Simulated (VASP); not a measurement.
# ZnGa23N24 (a cell with a defect) in VASP: a series of runs, part 2 of 2

VASP 6.6.1. The steps go on from the part before.

## (3) Single point, HSE06, collinear spin, ferromagnetic start

The input, POSCAR:

```
ZnGa23N24                               
1.0
   -3.2177240000     -5.5732640000      5.2440550000
    6.4354500000      0.0000000000      5.2440550000
   -3.2177260000      5.5732640000      5.2440550000
  Zn              Ga              N             
     1    23    24
Direct
     0.8340052587714878    0.5007972935985672    0.6664625846575524
     0.6662421593077058    0.3338524097472039    0.9981806134161225
     0.9986996079967962    0.6668924090517374    0.3336414882894907
     0.6669765556493888    0.8322408141134592    0.4991674549103577
     0.0000898273631380    0.1677032667495923    0.8318732964440320
     0.1653161020041700    0.3330494433788229    0.5002176658552858
     0.5009658210211427    0.6654883429404611    0.8330394855321823
     0.8330934416412499    0.0000202197455217    0.1658977869243944
     0.3328134002801878    0.4998193994330826    0.1662971256764014
     0.3333564361251440    0.9998347744836628    0.6662295970596662
     0.1664789575256668    0.8330414947020790    0.9992233212411391
     0.5003133415348575    0.1672804561714446    0.3333606961234081
     0.6672844211349129    0.5008463877280336    0.3326415573875140
     0.5000438530490885    0.3338224970292727    0.6670936565711877
     0.8347808602027911    0.6663019492019677    0.9986210908339201
     0.4999268894873192    0.8328677811551771    0.1662301216362189
     0.8341967898586026    0.1664712555691533    0.5002400320499779
     0.9995841831911497    0.3330951746373733    0.1658480372311272
     0.3328356917383084    0.6661657397880448    0.4997761841266292
     0.6668414402437893    0.9993008624319251    0.8326366885871067
     0.1657281855275080    0.5012200299974455    0.8327778603888466
     0.1663967615633082    0.9997356305505030    0.3329128013262794
     0.9998671484363788    0.8324575930488551    0.6674773181763880
     0.3333335768198565    0.1664223318051429    0.9994034129116510
     0.6255292401516059    0.2921392977765108    0.4583575570075346
     0.4587572939438319    0.1245083784720260    0.7916940128184954
     0.7919138645897138    0.4580488302860106    0.1240862892626445
     0.4578279087493251    0.6251914193284565    0.2915493778013497
     0.7915427670172519    0.9578920425708144    0.6247889888300805
     0.9586463235217783    0.1250011640084690    0.2909351932508732
     0.2913506782730003    0.4583771645318239    0.6246228042195073
     0.6257095048229612    0.7918485021735806    0.9587864490029255
     0.1258300912475025    0.2922111592347211    0.9584129543134704
     0.1253607758175458    0.7922347929722214    0.4585530964137782
     0.9626937329238316    0.6292684374426689    0.7953955341199106
     0.2921087952468643    0.9585818335753774    0.1250667302198354
     0.7902082649405098    0.6292484200450629    0.4512247513070048
     0.6185551755342437    0.4571089055694148    0.7951831492367536
     0.9591561888107114    0.7931448563344182    0.1253181431180106
     0.6246586838387559    0.9597184667334339    0.2910796091844037
     0.9622391599489185    0.2852090000792107    0.6233565783891333
     0.1247973961595865    0.4586761846744108    0.2916115451872768
     0.4585288546989439    0.7917644598582169    0.6250515101264060
     0.7920307116423503    0.1253252442549320    0.9579352195217619
     0.2925798787150872    0.6257835942777957    0.9592792907066748
     0.2927908199143600    0.1249522669384330    0.4577800814821472
     0.1263350251635499    0.9593568539250948    0.7920742153875368
     0.4581840438538213    0.2915274878783697    0.1257936717355955
```

The input, INCAR.step1:

```
PREC = Normal
ENCUT = 400
EDIFF = 1E-5
ISMEAR = 0
SIGMA = 0.01
LREAL = Auto
LASPH = True
NELM = 150
ALGO = Normal
ISIF = 2
LWAVE = True
ISPIN = 2
MAGMOM = 0.2 0 0 0 0 0 0 0 0 0 0 0 0 0 0 0 0 0 0 0 0 0 0 0 0 0 0 0 0 0 0 0 0 0 0.2 0 0.2 0.2 0 0 0.2 0 0 0 0 0 0 0
LORBIT = 11
NBANDS = 250
AMIX = 0.2
BMIX = 1E-4
AMIX_MAG = 0.8
BMIX_MAG = 1E-4
ICORELEVEL = 1
GGA = PE
LUSENCCL = False
```

The input, INCAR.step2:

```
PREC = Normal
ENCUT = 400
EDIFF = 1E-6
ISMEAR = 0
SIGMA = 0.01
LREAL = Auto
LASPH = True
NELM = 150
ALGO = Normal
ISIF = 2
LWAVE = False
LCHARG = False
ISPIN = 2
MAGMOM = 0.2 0 0 0 0 0 0 0 0 0 0 0 0 0 0 0 0 0 0 0 0 0 0 0 0 0 0 0 0 0 0 0 0 0 0.2 0 0.2 0.2 0 0 0.2 0 0 0 0 0 0 0
LORBIT = 11
GGA = PE
LHFCALC = True
HFSCREEN = 0.2
PRECFOCK = Fast
NBANDS = 250
AMIX = 0.2
BMIX = 1E-4
AMIX_MAG = 0.8
BMIX_MAG = 1E-4
ICORELEVEL = 1
ISTART = 1
LUSENCCL = False
```

The input, KPOINTS:

```
regular mesh
0
Gamma
  1 1 1
```

Potentials or basis: VASP PAW PBE potentials, release 64 (Zn, Ga_d, N).

Started as:

```sh
cat potpaw_PBE.64/Zn/POTCAR potpaw_PBE.64/Ga_d/POTCAR potpaw_PBE.64/N/POTCAR > POTCAR
cp INCAR.step1 INCAR
mpirun -np 1 vasp_gam > vasp.out
cp INCAR.step2 INCAR
mpirun -np 1 vasp_gam > vasp.out
```

Run time: 65 min. Hardware: 1 × NVIDIA H100 80GB with 1 thread of AMD EPYC 7R13 (Zen 3), shared host; peak memory 1.3 GiB.

Results (log left out):

```yaml
Free_energy: -350.5078 eV
Largest_force: 0.291 eV/Å
Band_gap_on_the_k_mesh: 0.55 eV, direct
Net_moment: 1.00 μB per cell
Site_moments: Zn +0.02; Ga -0.00, +0.00; N +0.03, +0.02, +0.04, +0.05, +0.11, +0.08 μB
Valence_electrons_inside_the_program's_atomic_spheres: Zn 10.92; Ga 11.80, 11.79; N 3.69, 3.68
```

Forces on the atoms (eV/Å):
```
Zn   0.110 -0.172  0.081
Ga  -0.061 -0.017  0.034
Ga   0.034  0.042  0.006
Ga  -0.026 -0.146 -0.022
Ga   0.006 -0.114 -0.040
Ga   0.065 -0.087  0.022
Ga   0.158 -0.082  0.068
Ga   0.048 -0.008  0.003
Ga   0.005 -0.012  0.042
Ga  -0.021 -0.020  0.000
Ga   0.129 -0.067  0.034
Ga  -0.017 -0.125 -0.005
Ga   0.017  0.034  0.145
Ga  -0.050  0.021 -0.033
Ga  -0.037  0.069  0.050
Ga  -0.040  0.044  0.055
Ga  -0.060  0.057  0.029
Ga   0.007  0.008  0.023
Ga   0.020 -0.005  0.020
Ga  -0.006 -0.014 -0.007
Ga  -0.044  0.075 -0.007
Ga  -0.037  0.026 -0.005
Ga  -0.012  0.074 -0.003
Ga   0.001  0.033 -0.009
N   -0.011  0.026 -0.032
N    0.034 -0.031 -0.007
N    0.046 -0.030 -0.010
N    0.009 -0.025 -0.048
N    0.032  0.000  0.020
N    0.012 -0.043 -0.004
N    0.023  0.026  0.002
N   -0.026 -0.022 -0.030
N   -0.008  0.000  0.025
N   -0.017 -0.030  0.007
N    0.033 -0.076  0.112
N    0.036  0.000 -0.033
N    0.101  0.024 -0.074
N   -0.039  0.249 -0.144
N   -0.089 -0.011 -0.059
N    0.066  0.029 -0.005
N   -0.216  0.066 -0.081
N   -0.016 -0.011 -0.021
N   -0.045  0.043 -0.025
N   -0.004  0.058  0.002
N   -0.098  0.005 -0.064
N    0.030  0.112 -0.020
N   -0.065 -0.003  0.018
N    0.021  0.026 -0.012
```

Levels at points of the mesh, in eV from the valence-band top:
Spin up:
| k point | band 213 | band 214 | band 215 | band 216 | band 217 | band 218 | band 219 | band 220 |
| --- | --- | --- | --- | --- | --- | --- | --- | --- |
| (0.00, 0.00, 0.00) | -0.89 | -0.17 | -0.09 | -0.05 | 3.00 | 5.52 | 6.24 | 6.25 |
Spin down:
```csv
k point,band 211,band 212,band 213,band 214,band 215,band 216,band 217,band 218,band 219,band 220
"(0.00, 0.00, 0.00)",-0.84,-0.79,-0.70,-0.05,0.00,0.55,3.02,5.52,6.24,6.25
```

Core levels (eV, on the scale of the bands):
```
atom                                                    levels
1 Zn    1s -9512.5, 2s -1146.1, 2p -991.7, 3s -117.9, 3p -72.1
2 Ga  1s -10216.4, 2s -1249.9, 2p -1086.3, 3s -136.6, 3p -87.4
3 Ga  1s -10216.4, 2s -1249.8, 2p -1086.2, 3s -136.5, 3p -87.3
4 Ga  1s -10216.4, 2s -1249.8, 2p -1086.2, 3s -136.5, 3p -87.3
5 Ga  1s -10216.4, 2s -1249.8, 2p -1086.2, 3s -136.5, 3p -87.3
6 Ga  1s -10216.5, 2s -1249.9, 2p -1086.3, 3s -136.6, 3p -87.4
```

Caveat: the PAW data sets were made with another functional, which shifts forces and pressure a little.
